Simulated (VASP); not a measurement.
An input for Quantum ESPRESSO's pw.x (written as the equivalent of a VASP run, and not itself run):

```
&CONTROL
  calculation = 'vc-relax'
  pseudo_dir = './pseudo'
  outdir = './out'
  tprnfor = .true.
  tstress = .true.
  nstep = 40
  forc_conv_thr = 0.00078
/
&SYSTEM
  ibrav = 0
  nat = 2
  ntyp = 2
  ecutwfc = 88
  occupations = 'smearing'
  smearing = 'gaussian'
  degauss = 0.003675
  input_dft = 'pbesol'
/
&ELECTRONS
  conv_thr = 7.3e-08
  electron_maxstep = 100
/
&IONS
/
&CELL
  press = 200
/
ATOMIC_SPECIES
  Be 9.012 Be.upf
  Se 78.971 Se.upf
CELL_PARAMETERS angstrom
     0.0000000    2.3142878    2.3142878
     2.3142878    0.0000000    2.3142878
     2.3142878    2.3142878    0.0000000
ATOMIC_POSITIONS crystal
  Be   0.0000000  0.0000000  0.0000000
  Se   0.5000000  0.5000000  0.5000000
K_POINTS automatic
  10 10 10 0 0 0
```

### Question
Translate this input to VASP (INCAR, KPOINTS, POSCAR, choice of POTCAR).

### Answer
This is not unique; one that fits is 
KPOINTS:
```
Automatic mesh
0
Gamma
10 10 10
0 0 0
```

### INCAR
```
# general
SYSTEM   =  BeSe
PREC     =  Accurate
ENCUT    =  500
LREAL    =  .FALSE.
LASPH    =  .TRUE.

# electronic loop
EDIFF    =  1E-6
NELM     =  100
ALGO     =  Normal
LMAXMIX  =  4

# smearing
ISMEAR   =  0
SIGMA    =  0.05

# functional
GGA      =  PS

# ions
IBRION   =  2
NSW      =  40
ISIF     =  3
EDIFFG   =  -0.02
PSTRESS  =  200

# output
LWAVE    =  .FALSE.
LCHARG   =  .FALSE.
```

File POSCAR:
```
BeSe
1.0
  0.0000000000   2.3142878125   2.3142878125
  2.3142878125   0.0000000000   2.3142878125
  2.3142878125   2.3142878125   0.0000000000
Be Se
1 1
Cart
  0.0000000000   0.0000000000   0.0000000000
  2.3142878125   2.3142878125   2.3142878125
```

POTCAR, in this order: Be Se (PBE.64 set). Program: vasp_std.

What does not carry over: the potentials are each code's own (VASP's PAW set, PseudoDojo norm-conserving files in pw.x), so ENCUT and ecutwfc are chosen apart and not converted; conv_thr bounds pw.x's estimated SCF error, while EDIFF bounds the energy change between steps; forc_conv_thr acts on force components and is met together with etot_conv_thr.

The structure was generated: BeSe was put into the rock salt type (Fm-3m), which need not be its known phase. It was relaxed first under an external pressure of 20 GPa.
